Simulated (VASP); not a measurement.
```
CELL_PARAMETERS angstrom
      2.77997     0.00000     0.00000
      0.00000     2.77997     0.00000
      0.00000     0.00000     2.77997
ATOMIC_POSITIONS crystal
  Zn 0.50000 0.50000 0.50000
  Cu 0.00000 0.00000 0.00000
```

Computed with LDA (Ceperley-Alder, Perdew-Zunger), VASP's LDA PAW potentials (set 64) (plane waves; VASP). Settings: 500 eV cut-off, 13×13×13 Γ-centred mesh, first-order Methfessel-Paxton smearing of 0.10 eV, potentials Zn Cu.

Energy and stress use the plane-wave basis of the starting cell.

Q: The ions, cell shape and volume at an external pressure of 30.0 GPa are relaxed. What does this cell relax into?

A: 
```
CELL_PARAMETERS angstrom
      2.74567     0.00000     0.00000
      0.00000     2.74567     0.00000
      0.00000     0.00000     2.74567
ATOMIC_POSITIONS crystal
  Zn 0.50000 0.50000 0.50000
  Cu 0.00000 0.00000 0.00000
```
Space group Pm-3m (221), at a tolerance of 0.03 Å.

Q: How do energy and volume change from the first to the last step?

A: The energy (σ→0) changes by +60.3 meV/atom and the volume by -3.7 %, in 3 ionic steps.

The compound is CuZn in the CsCl type structure. This run relaxes it under an external pressure of 30 GPa. Symmetry was kept, so distortions that lower it aren't found. The electron count is odd and the run is not spin-polarised, which forces a metal.
